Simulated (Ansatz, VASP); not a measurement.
**One calculation of TaGa2, two programs**

```
Ta Ga
1.0
     0.00000    3.04398    3.04398
     3.04398    0.00000    3.04398
     3.04398    3.04398    0.00000
Ta Ga
1 2
Direct
  0.00000 0.00000 0.00000
  0.25000 0.25000 0.25000
  0.50000 0.50000 0.50000
```

Change from the starting cell: species swapped into the Cu2Se type (F-43m, No. 216).

Alike in both runs: functional PBE; k mesh 6 × 6 × 6; occupations gaussian, width 0.1 eV; no spin polarisation.

Ansatz relaxed the structure, and its values are those at the end. VASP's run is a single point on that final structure, the one shown.

|  | VASP | Ansatz |
| --- | --- | --- |
| version | VASP 6.6.1 | Ansatz 0.2.0 |
| potentials or method | VASP PAW PBE potentials, release 64 (Ta_pv, Ga_d) | scalar-relativistic, plane waves, PAW |
| plane-wave cutoff (eV) | 520 | 420 |
| valence electrons in the cell | 37 | 39 |

|  | VASP | Ansatz | Ansatz less VASP |
| --- | --- | --- | --- |
| gap on the k mesh at the Fermi level (eV) | none | none | - |
| pressure (GPa) | 0.1 | -0.1 | -0.19 |

A gap of «none» marks a metal or a gap that the smearing closes. The two sets of potentials don't hold the same shells in valence.

Spin-orbit coupling is left out, which matters for the levels of Ta.
